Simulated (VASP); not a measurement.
Here is the system:

```xyz
6
Lattice="4.6327 0.0000 0.0000 0.0000 4.6327 0.0000 0.0000 0.0000 3.2633" Properties=species:S:1:pos:R:3 pbc="T T T"
Ir     0.0000     0.0000     0.0000
Ir     2.3163     2.3163     1.6317
O      1.4274     1.4274     0.0000
O      3.7438     0.8889     1.6317
O      0.8889     3.7438     1.6317
O      3.2053     3.2053     0.0000
```

Method: vdW-DF2, VASP's PBE PAW potentials (set 64) (plane waves; VASP 6.6.1). Run with 520 eV cut-off, 8×8×11 Γ-centred mesh, tetrahedra with Blöchl corrections, potentials Ir O.

The cores are frozen, which limits the accuracy of field gradients.

Q: Give the principal components of the electric field gradient (V/Å²) and the asymmetry η at each nucleus.

A: 
| atom | Vxx | Vyy | Vzz | η |
|---|---|---|---|---|
| Ir1 | -149.2 | -4.0 | 153.2 | 0.95 |
| Ir2 | -149.2 | -4.0 | 153.2 | 0.95 |
| O3 | 57.8 | 42.5 | -100.3 | 0.15 |
| O4 | 57.8 | 42.5 | -100.3 | 0.15 |
| O5 | 57.8 | 42.5 | -100.3 | 0.15 |
| O6 | 57.8 | 42.5 | -100.3 | 0.15 |

The compound is IrO2 in the rutile structure. It was relaxed first, which changed the volume by +10 %.
